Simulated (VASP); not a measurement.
**BaAl$_{4}$ (sg139): computed properties**

Level of theory: PBEsol GGA, VASP's PBE PAW potentials (set 64) (plane waves; VASP).

| Property | Value |
|---|---|
| space group | I4/mmm (139) |
| cell | a = 4.530 Å, b = 4.530 Å, c = 11.237 Å, α = 90.00°, β = 90.00°, γ = 90.00° |
| volume per atom | 23.06 Å^3/atom |
| band gap (over mesh and band path) | none (metal, semimetal or under 0.01 eV) |
| density | 3.53 g/cm³ |

```cif
data_Al4Ba
_chemical_formula_sum 'Ba1 Al4'
_space_group_name_H-M_alt 'P 1'
_space_group_IT_number 1
_cell_length_a 6.46767
_cell_length_b 6.46767
_cell_length_c 6.46767
_cell_angle_alpha 138.998
_cell_angle_beta 138.998
_cell_angle_gamma 59.378
loop_
_space_group_symop_operation_xyz
  'x, y, z'
loop_
_atom_site_label
_atom_site_type_symbol
_atom_site_fract_x
_atom_site_fract_y
_atom_site_fract_z
_atom_site_occupancy
Ba1 Ba 0.00000 0.00000 0.00000 1
Al1 Al 0.75000 0.25000 0.50000 1
Al2 Al 0.25000 0.75000 0.50000 1
Al3 Al 0.38149 0.38149 0.00000 1
Al4 Al 0.61851 0.61851 0.00000 1
```

Unless said otherwise, spin-orbit coupling is left out, though it shifts the bands of the heavy elements here.

The compound is BaAl4 in the sg139 structure. It was relaxed first. Symmetry was kept, so distortions that lower it aren't found.
